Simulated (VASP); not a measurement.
Input:

```yaml
crystal:
  lattice:
    - [0.00000, 3.00000, 3.00000]
    - [3.00000, 0.00000, 3.00000]
    - [3.00000, 3.00000, 0.00000]
  atoms:
    - { symbol: Al, position: [0.25000, 0.25000, 0.25000] }
    - { symbol: Al, position: [0.75000, 0.75000, 0.75000] }
    - { symbol: Au, position: [0.00000, 0.00000, 0.00000] }
```

Calculation: r2SCAN meta-GGA, VASP's PBE PAW potentials (set 64) (plane waves; VASP 6.6.1). Settings: 520 eV cut-off, 10×10×10 Γ-centred mesh, tetrahedra with Blöchl corrections, potentials Al Au.

### Question
Give the energies of bands 2 to 11 at the high-symmetry points, in eV from the Fermi level.

### Answer

```json
[
 {"band": "2", "Γ": "-6.90", "X": "-7.44", "U": "-7.06", "L": "-6.69", "W": "-7.32"},
 {"band": "3", "Γ": "-6.90", "X": "-6.45", "U": "-6.88", "L": "-6.65", "W": "-6.60"},
 {"band": "4", "Γ": "-6.90", "X": "-6.03", "U": "-6.15", "L": "-6.65", "W": "-6.58"},
 {"band": "5", "Γ": "-5.90", "X": "-6.03", "U": "-5.86", "L": "-5.76", "W": "-6.03"},
 {"band": "6", "Γ": "-5.90", "X": "-5.57", "U": "-5.79", "L": "-5.76", "W": "-5.44"},
 {"band": "7", "Γ": "2.94", "X": "-5.27", "U": "-4.78", "L": "-5.70", "W": "-4.16"},
 {"band": "8", "Γ": "3.09", "X": "-2.21", "U": "-3.51", "L": "0.37", "W": "-4.16"},
 {"band": "9", "Γ": "3.09", "X": "-2.21", "U": "-1.43", "L": "0.37", "W": "-2.25"},
 {"band": "10", "Γ": "3.09", "X": "1.62", "U": "2.20", "L": "3.86", "W": "4.54"},
 {"band": "11", "Γ": "4.23", "X": "2.42", "U": "4.78", "L": "4.11", "W": "4.54"}
]
```

It has no gap at this level: it comes out as a metal or semimetal.

The compound is AuAl2 in the fluorite structure. The cell was not relaxed at this level. The electron count is odd and the run is not spin-polarised, which forces a metal.
